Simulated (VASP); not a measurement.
**SiSnGe: structure and properties in VASP**

What structure does SiSnGe take at this level, and what are its properties? The steps: rough relaxation of the start cell, relaxing cell and atoms (MS2), single point with fields (MS2), band structure (MS2), density of states (MS2) and zone-centre phonons (MS2). The cell is invented: it takes the structure of a Materials Project entry for SrSiGe (space group 187 there), with some of its atoms replaced by other elements, volume scaled by an estimate. It may not be a known or stable phase.

Calculated with VASP 6.6.1; MS2; plane waves and PAW (Sn_d, Ge_d, Si); invented cell.

### 1. Starting point

Before any relaxation, the start is as follows. It takes space group P-6m2 (No. 187, hexagonal). The conventional cell has a = 4.307 Å, b = 4.307 Å, c = 4.503 Å, α = 90.00°, β = 90.00°, γ = 120.00°. Sn has 6 Ge at 3.35 Å and 6 Si at 3.35 Å nearest. Nearest to Ge lie 3 Si at 2.49 Å and 6 Sn at 3.35 Å. Nearest to Si lie 3 Ge at 2.49 Å. It derives from SrSiGe. it takes the structure of a Materials Project entry for SrSiGe (space group 187 there), with some of its atoms replaced by other elements, volume scaled by an estimate. Farther neighbours are not listed.

As a file:

```xyz
3
Lattice="4.3070 0.0000 0.0000 -2.1535 3.7299 0.0000 0.0000 0.0000 4.5030" Properties=species:S:1:pos:R:3 pbc="T T T"
Sn    2.1535    1.2433    0.0000
Ge    0.0000    0.0000    2.2515
Si    0.0000    2.4866    2.2515
```

### 2. Rough relaxation of the start cell

The start is only an estimate, so a cheap relaxation brings it near a minimum before any careful run.

The input, INCAR:

```
SYSTEM = SiSnGe
PREC = Normal
ENCUT = 410
EDIFF = 1E-05
NELM = 60
ISMEAR = 0
SIGMA = 0.05
LREAL = .FALSE.
ALGO = Normal
METAGGA = MS2
LASPH = .TRUE.
NBANDS = 22
LORBIT = 11
LWAVE = .FALSE.
LCHARG = .FALSE.
IBRION = 2
NSW = 40
ISIF = 3
EDIFFG = -0.04
```

The input, POSCAR:

```
SiSnGe
1.0
    4.3069660000      0.0000000000      0.0000000000
   -2.1534830000      3.7299420000      0.0000000000
    0.0000000000      0.0000000000      4.5030370000
Sn Ge Si
1 1 1
Direct
    0.6666666700      0.3333333300      0.0000000000
    0.0000000000      0.0000000000      0.5000000000
    0.3333333300      0.6666666700      0.5000000000
```

The input, KPOINTS:

```
Automatic mesh
0
Gamma
5 5 4
0 0 0
```

Potentials, in the order of the species: Sn_d, Ge_d and Si (PBE family, release 64).

Started as:

```
> mpirun -np 1 vasp_std
```

The program printed:

```text
[banner, memory and clock lines left out]
running    1 mpi-ranks, on    1 nodes
 distrk:  each k-point on    1 cores,    1 groups
 distr:  one band on    1 cores,    1 groups

 POSCAR found type information on POSCAR SnGeSi
 POSCAR found :  3 types and       3 ions
|                                                                             |
|               ----> ADVICE to this user running VASP <----                  |
|                                                                             |
|     You enforced a specific xc type in the INCAR file but a different       |
|     [... a line on the potential file left out ...]
|     I HOPE YOU KNOW WHAT YOU ARE DOING!                                     |
|                                                                             |

 LDA part: xc-table for (None), standard interpolation
 POSCAR, INCAR and KPOINTS ok, starting setup
 FFT: planning ... GRIDC
 FFT: planning ... GRID_SOFT
 FFT: planning ... GRID
 WAVECAR not read
 entering main loop
       N       E                     dE             d eps       ncg     rms          rms(c)
DAV:   1     0.189097719518E+03    0.18910E+03   -0.12830E+04   726   0.220E+03
DAV:   2    -0.153623507164E+01   -0.19063E+03   -0.18332E+03   678   0.501E+02
DAV:   3    -0.295778979227E+02   -0.28042E+02   -0.27796E+02   798   0.142E+02
DAV:   4    -0.306452361389E+02   -0.10673E+01   -0.10662E+01   756   0.314E+01
DAV:   5    -0.306715710335E+02   -0.26335E-01   -0.26334E-01   826   0.525E+00    0.612E+00
DAV:   6    -0.142351685625E+02    0.16436E+02   -0.94752E+00   740   0.320E+01    0.262E+00
DAV:   7    -0.142119408662E+02    0.23228E-01   -0.24015E-01   798   0.623E+00    0.135E+00
DAV:   8    -0.142249572032E+02   -0.13016E-01   -0.35693E-02   708   0.180E+00    0.648E-01
DAV:   9    -0.142330683993E+02   -0.81112E-02   -0.13492E-02   726   0.112E+00    0.145E-01
DAV:  10    -0.142338039261E+02   -0.73553E-03   -0.22980E-03   788   0.539E-01    0.872E-02
DAV:  11    -0.142341171255E+02   -0.31320E-03   -0.61501E-04   702   0.228E-01    0.281E-02
DAV:  12    -0.142340836158E+02    0.33510E-04   -0.98984E-05   672   0.828E-02    0.118E-02
DAV:  13    -0.142340963046E+02   -0.12689E-04   -0.22676E-05   600   0.362E-02    0.330E-03
DAV:  14    -0.142341026594E+02   -0.63547E-05   -0.21556E-06   402   0.127E-02
   1 F= -.14234103E+02 E0= -.14231234E+02  d E =-.142341E+02
 curvature:   0.00 expect dE= 0.000E+00 dE for cont linesearch  0.000E+00
 trial: gam= 0.00000 g(F)=  0.436E-43 g(S)=  0.385E+00 ort = 0.000E+00 (trialstep = 0.100E+01)
 search vector abs. value=  0.385E+00
 bond charge predicted
       N       E                     dE             d eps       ncg     rms          rms(c)
DAV:   1    -0.199416465566E+02   -0.57076E+01   -0.88589E+01   816   0.128E+02    0.139E+01
DAV:   2    -0.156327389702E+02    0.43089E+01   -0.95101E+00   768   0.568E+01    0.643E+00
DAV:   3    -0.145314649213E+02    0.11013E+01   -0.19749E+00   870   0.212E+01    0.181E+00
DAV:   4    -0.144515785780E+02    0.79886E-01   -0.13742E-01   868   0.387E+00    0.795E-01
DAV:   5    -0.144469500057E+02    0.46286E-02   -0.11513E-02   814   0.117E+00    0.318E-01
DAV:   6    -0.144465183957E+02    0.43161E-03   -0.16501E-03   880   0.386E-01    0.682E-02
DAV:   7    -0.144463405239E+02    0.17787E-03   -0.14864E-04   782   0.128E-01    0.192E-02
DAV:   8    -0.144462756807E+02    0.64843E-04   -0.16395E-05   570   0.323E-02    0.800E-03
DAV:   9    -0.144462706491E+02    0.50315E-05   -0.15345E-06   420   0.160E-02
   2 F= -.14446271E+02 E0= -.14445317E+02  d E =-.212168E+00
[...]
3 F= -.14446959E+02 E0= -.14445702E+02  d E =-.212857E+00
[...]
4 F= -.14446761E+02 E0= -.14445392E+02  d E =-.212658E+00
[...]
5 F= -.14453011E+02 E0= -.14452417E+02  d E =-.625039E-02
[...]
6 F= -.14454268E+02 E0= -.14453683E+02  d E =-.750745E-02
[...]
7 F= -.14454001E+02 E0= -.14453385E+02  d E =-.724084E-02
[...]
8 F= -.14454592E+02 E0= -.14453998E+02  d E =-.783127E-02
 curvature:  -0.34 expect dE=-0.443E-03 dE for cont linesearch -0.719E-07
 trial: gam= 0.17769 g(F)=  0.847E-40 g(S)=  0.131E-02 ort =-0.410E-04 (trialstep = 0.114E+01)
 search vector abs. value=  0.154E-02
 bond charge predicted
       N       E                     dE             d eps       ncg     rms          rms(c)
DAV:   1    -0.144840507958E+02   -0.29458E-01   -0.54223E-01   810   0.122E+01    0.950E-01
DAV:   2    -0.144612389198E+02    0.22812E-01   -0.38054E-02   780   0.327E+00    0.464E-01
DAV:   3    -0.144546426671E+02    0.65963E-02   -0.13629E-02   846   0.175E+00    0.103E-01
DAV:   4    -0.144544996127E+02    0.14305E-03   -0.73058E-04   886   0.346E-01    0.523E-02
DAV:   5    -0.144546175882E+02   -0.11798E-03   -0.64978E-05   722   0.776E-02    0.199E-02
DAV:   6    -0.144546928020E+02   -0.75214E-04   -0.68157E-06   414   0.283E-02    0.333E-03
DAV:   7    -0.144546942217E+02   -0.14197E-05   -0.20802E-06   378   0.161E-02
   9 F= -.14454694E+02 E0= -.14453983E+02  d E =-.102384E-03
 trial-energy change:   -0.000102  1 .order   -0.000400   -0.001486    0.000686
 step:   0.5471(harm=  0.7812)  dis= 0.00000  next Energy=   -14.454915 (dE=-0.323E-03)
 reached required accuracy - stopping structural energy minimisation
```

Run time: 5.4 min. Hardware: 1 MPI rank of AMD EPYC 7R43, shared host; peak memory 0.12 GiB.

The logs omit lines about the potential files and the build; timing stands in the text.

Parts of OUTCAR (step 2):

```text
ion  position               nearest neighbor table
   1  0.667  0.333  0.000-   3 3.35   3 3.35   3 3.35   3 3.35   3 3.35   3 3.35
   2  0.000  0.000  0.500-   3 2.49   3 2.49   3 2.49
   3  0.333  0.667  0.500-   2 2.49   2 2.49   2 2.49   1 3.35   1 3.35   1 3.35   1 3.35   1 3.35
                             1 3.35

  LATTYP: Found a hexagonal cell.
 ALAT       =     4.3069660000
 C/A-ratio  =     1.0455241578

 Subroutine GETGRP returns: Found 12 space group operations
 (whereof 12 operations were pure point group operations)

The static configuration has the point symmetry D_3h.

 Found     15 irreducible k-points:

   k-points           NKPTS =     15   k-points in BZ     NKDIM =     15   number of bands    NBANDS=     22

   dimension x,y,z NGX =    24 NGY =   24 NGZ =   24
   dimension x,y,z NGXF=    48 NGYF=   48 NGZF=   48

   ENCUT  =  410.0 eV  30.13 Ry    5.49 a.u.   7.11  7.11  7.43*2*pi/ulx,y,z

   NELECT =      32.0000    total number of electrons

 k-points in reciprocal lattice and weights: Automatic mesh
   0.00000000  0.00000000  0.00000000       0.010
   0.20000000  0.00000000  0.00000000       0.060
   0.40000000  0.00000000  0.00000000       0.060
   0.20000000  0.20000000  0.00000000       0.060
   0.40000000  0.20000000  0.00000000       0.060
   0.00000000  0.00000000  0.25000000       0.020
   0.20000000  0.00000000  0.25000000       0.120
   0.40000000  0.00000000  0.25000000       0.120
   0.20000000  0.20000000  0.25000000       0.120
[...]
0.20000000  0.20000000  0.50000000       0.060
   0.40000000  0.20000000  0.50000000       0.060

 average (electrostatic) potential at core
       1-102.6341       2 -74.5138       3 -84.3855

 E-fermi :   7.7558

 k-point     1 :       0.0000    0.0000    0.0000
  band No.  band energies     occupation
    ...
     14       4.8011      2.00000
     15       4.8012      2.00000
     16       6.3666      2.00000
     17       7.5138      2.00000
     18       7.5140      2.00000
     19      10.9574      0.00000
     20      12.7109      0.00000
     21      13.5796      0.00000
     22      13.8220      0.00000

 k-point     2 :       0.2000    0.0000    0.0000
  band No.  band energies     occupation
    ...
     12       1.3478      2.00000
     13       2.4625      2.00000
     14       3.5020      2.00000
     15       3.9107      2.00000
     16       6.5770      2.00000
     17       9.0017      0.00000
     18       9.2707      0.00000
     19      10.5362      0.00000
     20      11.9661      0.00000
     21      12.1326      0.00000
    ...

 k-point     3 :       0.4000    0.0000    0.0000
  band No.  band energies     occupation
    ...
     13       2.4261      2.00000
     14       3.0914      2.00000
     15       5.0137      2.00000
     16       6.5534      2.00000
     17       7.4464      2.00000
     18       8.4161      0.00000
     19      10.3951      0.00000
     20      11.1149      0.00000
     21      13.8086      0.00000
     22      13.9108      0.00000

  Total       -0.1067135     -0.1067135     -0.0247159      0.0000000      0.0000000     -0.0000000
  in kB       -2.6263310     -2.6263310     -0.6082849      0.0000000      0.0000000     -0.0000000
  external PRESSURE =      -1.9536490 kB  Pullay stress =       0.0000000 kB

  energy-cutoff  :      410.00
  volume of cell :       65.10
      direct lattice vectors                 reciprocal lattice vectors
     4.081450405  0.000000000  0.000000000     0.245010940  0.141457131 -0.000000000
    -2.040725202  3.534639761 -0.000000000    -0.000000000  0.282914262  0.000000000
     0.000000000  0.000000000  4.512537836    -0.000000000  0.000000000  0.221604790

 POSITION                                       TOTAL-FORCE (eV/Angst)
 -----------------------------------------------------------------------------------
      2.04073      1.17821     -0.00000        -0.000000      0.000000      0.000000
      4.08145      0.00000      2.25627         0.000000      0.000000     -0.000000
     -0.00000      2.35643      2.25627        -0.000000     -0.000000      0.000000
 -----------------------------------------------------------------------------------
    total drift:                               -0.000461      0.000267     -0.000000

  FREE ENERGIE OF THE ION-ELECTRON SYSTEM (eV)
  ---------------------------------------------------
  free  energy   TOTEN  =       -14.4546942217 eV

  energy  without entropy=      -14.4532716776  energy(sigma->0) =      -14.45398295

 reached required accuracy - stopping structural energy minimisation

 total charge
# of ion       s       p       d       tot
------------------------------------------
    1        1.367   0.883   9.988  12.238
    2        1.178   1.220  10.069  12.466
    3        0.824   0.801   0.000   1.625
--------------------------------------------------
tot          3.369   2.903  20.057  26.329

[... 3 further parts left out ...]
```

The k-mesh is coarse for a metal. This relaxation is a rough one on cheap settings, only to bring the start near its minimum. The PAW data sets were made with PBE, which is usual practice but a small mismatch for other functionals. After so large a change of volume the plane waves of the start cell no longer fit, so the final stress carries a basis-set error. The run keeps the 12 symmetry operations of its start, so it cannot find a distortion of lower symmetry.

Relaxation path:

```csv
step,energy less that of the first step (eV),largest force (eV/Å),pressure (GPa),volume (Å³)
1,0.0000,0.0000,-5.90,72.34
2,-0.2122,0.0000,0.98,63.41
3,-0.2129,0.0000,0.39,63.90
4,-0.2127,0.0000,0.17,64.06
5,-0.2189,0.0000,0.24,64.30
6,-0.2202,0.0000,0.32,64.40
7,-0.2199,0.0000,0.56,64.60
8,-0.2205,0.0000,0.40,64.48
9,-0.2206,0.0000,-0.20,65.10
```

```
conventional cell, symmetrised  before  after   change
                         a (Å)   4.307  4.081   -5.2 %
                         b (Å)   4.307  4.081   -5.2 %
                         c (Å)   4.503  4.513   +0.2 %
              volume (Å³/atom)   24.11  21.70  -10.0 %
```

The relaxed structure:

```
Sn Ge Si
1.0
     4.08145    0.00000    0.00000
    -2.04073    3.53464    0.00000
     0.00000    0.00000    4.51254
Sn Ge Si
1 1 1
Cartesian
  2.0407 1.1782 0.0000
  0.0000 0.0000 2.2563
  0.0000 2.3564 2.2563
```

This step gave:

- electrons: 32
- bands: 22
- irreducible k-points: 15
- symmetry operations: 12
- free energy (TOTEN): -14.45 eV
- energy at zero smearing: -14.45 eV
- Fermi energy: 7.756 eV
- pressure: -0.1954 GPa
- metallic: yes
- SCF cycles over all ionic steps: 75

It ends with forces that vanish by symmetry and a pressure of -0.20 GPa.

(Continued in part 2 of 3.)

[Lines on the potential files, build, host, timing and source positions are cut from VASP's logs without a mark.]

[Logs are printed without paths, hosts, clocks, repeated set-up lines and the standing remarks that a program may print on its own settings, such as how far it seeks lower states.]

[Hosts, paths, dates, database ids (printed as entryN), source tags and the programs' standing remarks are cut or masked in the printed files.]

[A measured line is paired with the nearest computed mode of its activity, which favours agreement.]
